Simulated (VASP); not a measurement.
A VASP calculation is set up with these files.

### KPOINTS
```
Automatic
0
gamma
  5 5 4
0 0 0
```

File POSCAR:
```
PtSe2
1.0
  1.8650000000  -3.2302750000   0.0000000000
  1.8650000000   3.2302750000   0.0000000000
  0.0000000000   0.0000000000   5.0800000000
Pt Se
1 2
Cart
  0.1199999999   0.0499999999   0.0000000000
  1.8650000000   1.0767604869   1.2954000000
  1.8650000000  -1.0767604868   3.7846000000
```

**INCAR**
```
ALGO  =  Normal
EDIFF  =  1E-6
EDIFFG  =  -0.01
ENCUT  =  400
GGA  =  PE
IBRION  =  2
ISIF  =  2
ISMEAR  =  0
LASPH  =  T
LCHARG  =  F
LMAXMIX  =  6
LREAL  =  F
LWAVE  =  F
NELM  =  100
NSW  =  40
PREC  =  Accurate
SIGMA  =  0.05
SYSTEM  =  PtSe2
```

POTCAR, in this order: Pt Se (PBE.64 set). Program: vasp_std.

Translate this PBE calculation to Ansatz.

One equivalent input (not run):
Ansatz 0.2 input:
```yaml
crystal:
  lattice:
    - [1.8650000, -3.2302750, 0.0000000]
    - [1.8650000, 3.2302750, 0.0000000]
    - [0.0000000, 0.0000000, 5.0800000]
  atoms:
    - { symbol: Pt, position: [0.0244323, 0.0399109, 0.0000000] }
    - { symbol: Se, position: [0.3333330, 0.6666670, 0.2550000] }
    - { symbol: Se, position: [0.6666670, 0.3333330, 0.7450000] }
kpoints:
  mp_grid: { grid: [5, 5, 4] }
hamiltonian:
  xc: pbe
  pseudopotentials: { kind: paw }
scf:
  occupations: { method: gaussian, width: 0.05 }
  max_iter: 100
relax:
  max_steps: 40
  f_tol: 0.01
output: { forces: true, stress: true, eigenvalues: true }
```
The two are equivalent in intent, not identical: each code has its own PAW files, so the cut-off isn't converted (ENCUT is set for VASP's; basis.ecutwfc is left out, and Ansatz then takes the one that its files recommend); Ansatz stops its SCF on the density residual and VASP on the energy change (EDIFF).

The compound is PtSe2 in the 1T layered structure. In the starting cell atoms are displaced from their ideal sites. This run relaxes the ions in a fixed cell. The k-mesh is coarse (spacing up to 0.39 per Å, 2π included), so the numbers may not be converged in it.
